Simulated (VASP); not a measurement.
## ErH under changes of volume

One of the cells (14.742 Å³/atom); the others are scaled copies at fixed shape and fractional positions:

```xyz
2
Lattice="0.0000 2.4520 2.4520 2.4520 0.0000 2.4520 2.4520 2.4520 0.0000" Properties=species:S:1:pos:R:3 pbc="T T T"
Er    0.0000    0.0000    0.0000
H     2.4520    2.4520    2.4520
```

The cell comes from a database or a generator and needn't be the stable form of this composition.

| Item | Value |
| --- | --- |
| Program | VASP 6.6.1 |
| Functional | PBE |
| Potentials or basis | VASP PAW PBE potentials, release 64 (Er, H) |
| Cutoff | 520 eV |
| k mesh | 9 × 9 × 9 |
| Occupations | fermi-dirac, width 0.05 eV |
| Spin | collinear spin, ferromagnetic start |
| Starting moments | [3.0, 0.0] μB |

| volume (Å³/atom) | energy over the lowest point (meV/atom) | pressure (GPa) |
| --- | --- | --- |
| 13.586 | 22.06 | 5.6 |
| 13.875 | ? | ? |
| 14.164 | 6.90 | 2.9 |
| 14.742 | 0.44 | 0.7 |
| 15.031 | 0.00 | -0.2 |
| 15.320 | 1.18 | -1.1 |

Q: What does the run at 13.875 Å³/atom give?

A: Energy over the lowest point 13.28 meV/atom; pressure 4.1 GPa.

Worked out: A Birch-Murnaghan fit of order 3 (a polynomial in V^(-2/3)) to the other rows has its minimum at 14.96 Å³/atom with B0 = V·E''(V) = 48 GPa and B' = 3.9. It gives 13.28 meV/atom at 13.875 Å³/atom, against the run's 13.28, and -dE/dV = 4.2 GPa, against 4.1.

Energies are extrapolated to zero smearing.

Caveats: the magnetic or orbital state may not be the lowest; without U or exact exchange the open f shell lies at the Fermi level, which spoils levels, moments and volumes.
